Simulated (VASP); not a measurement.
Wanted: the native input for a VASP 6.6.1 run.

```
Task                   : relaxation of cell and atoms
Functional             : PBE
Potentials or basis    : VASP PAW PBE potentials, release 64 (La, Lu, N)
Cutoff                 : 520 eV
k mesh                 : 10 × 10 × 4
Occupations            : gaussian, width 0.1 eV
Spin                   : no spin polarisation
Further INCAR settings : ALGO = Normal; EDIFF = 1e-06; IBRION = 2; EDIFFG = -0.01; NSW = 90; ISIF = 3
```

The structure of LaLuN2 lies in POSCAR:

```
LaLuN2
1.0
    3.5751073400      0.0000000000      0.0000000000
   -1.7875536700      3.0961337800      0.0000000000
    0.0000000000      0.0000000000     11.4710000000
La Lu N
2 2 4
Direct
    0.3333333300      0.6666666700      0.2500000000
    0.6666666700      0.3333333300      0.7500000000
    0.0000000000      0.0000000000      0.5000000000
    0.0000000000      0.0000000000      0.0000000000
    0.3333333300      0.6666666700      0.8900706100
    0.6666666700      0.3333333300      0.1099293900
    0.6666666700      0.3333333300      0.3900706100
    0.3333333300      0.6666666700      0.6099293900
```

The cell was built by a generator and needn't be a form met in nature.

One way to write it, as run:

INCAR

```
SYSTEM = LaLuN2
PREC = Accurate
ENCUT = 520
EDIFF = 1E-6
ISMEAR = 0
SIGMA = 0.1
LREAL = .False.
LASPH = .True.
NELM = 120
ALGO = Normal
ISIF = 3
LWAVE = .False.
LCHARG = .False.
GGA = PE
IBRION = 2
NSW = 90
EDIFFG = -0.01
KPAR = 4
```

KPOINTS

```
Automatic mesh
0
Gamma
  10 10 4
  0 0 0
```

Potentials or basis: VASP PAW PBE potentials, release 64 (La, Lu, N).

Run with:

```bash
$ cat potpaw_PBE.64/La/POTCAR potpaw_PBE.64/Lu/POTCAR potpaw_PBE.64/N/POTCAR > POTCAR
$ mpirun -np 4 vasp_std > vasp.out
```

Results of the run:

```json
{
  "Relaxed volume": "15.61 Å³/atom",
  "Relaxed cell": "a = 3.489 Å, b = 3.489 Å, c = 11.849 Å, α = 90.00°, β = 90.00°, γ = 120.00°",
  "Space group after relaxing (to 0.05 Å)": "P6_3/mmc (No. 194)",
  "Energy gained by relaxing": "29.5 meV/atom",
  "Ionic steps": "30",
  "Pressure after relaxing": "0.1 GPa",
  "Band gap on the k mesh": "0.37 eV, indirect (least direct gap 0.85 eV)"
}
```

Caveat: spin-orbit coupling is left out, which moves the levels of the heavy elements.

Run time: 23 min on 4 MPI ranks on Intel(R) Xeon(R) 6975P-C (Granite Rapids), on a shared host, peak memory 0.46 GiB a rank.
